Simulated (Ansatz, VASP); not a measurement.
One calculation of SrMg, two programs

INCAR

```
SYSTEM = SrMg
ALGO = Fast
EDIFF = 1E-6
ENCUT = 520
ISIF = 2
ISMEAR = 0
LASPH = .TRUE.
LCHARG = .FALSE.
LREAL = .FALSE.
LWAVE = .FALSE.
NBANDS = 13
NELM = 60
PREC = Accurate
SIGMA = 0.15
```

File KPOINTS:

```
k-points
0
G
  14 14 14
  0 0 0
```

File POSCAR:

```
SrMg
1.0
   -1.1064353703      3.0426972683      3.0426972683
    3.0426972683     -1.1064353703      3.0426972683
    3.0426972683      3.0426972683     -1.1064353703
Sr Mg
1 1
Direct
    0.5000000000      0.5000000000      0.5000000000
    0.0000000000      0.0000000000      0.0000000000
```

Input for Ansatz:

```yaml
crystal:
  lattice:
    - [-1.1064353703, 3.0426972683, 3.0426972683]
    - [3.0426972683, -1.1064353703, 3.0426972683]
    - [3.0426972683, 3.0426972683, -1.1064353703]
  atoms:
    - { symbol: Sr, position: [0.5, 0.5, 0.5] }
    - { symbol: Mg, position: [0.0, 0.0, 0.0] }
basis:
  ecutwfc: 420
kpoints:
  mp_grid: { grid: [14, 14, 14] }
hamiltonian:
  xc: lda
scf:
  occupations: { method: gaussian, width: 0.15 }
output:
  forces: true
  stress: true
  eigenvalues: true
```

Alike in both runs: task single point; functional LDA; k mesh 14 × 14 × 14; occupations gaussian, width 0.15 eV; no spin polarisation.

|  | VASP | Ansatz |
| --- | --- | --- |
| version | VASP 6.6.1 | Ansatz 0.2.0 |
| potentials or method | VASP PAW LDA potentials, release 64 (Sr_sv, Mg) | scalar-relativistic, plane waves, PAW |
| plane-wave cutoff (eV) | 520 | 420 |
| valence electrons in the cell | 12 | 20 |

|  | VASP | Ansatz | Ansatz less VASP |
| --- | --- | --- | --- |
| gap on the k mesh at the Fermi level (eV) | none | none | - |
| pressure (GPa) | -3.2 | -3.0 | +0.17 |
| largest component of the traceless stress (GPa) | 0.89 | 0.88 | -0.012 |

A gap of «none» marks a metal or a gap that the smearing closes. The two sets of potentials don't hold the same shells in valence.
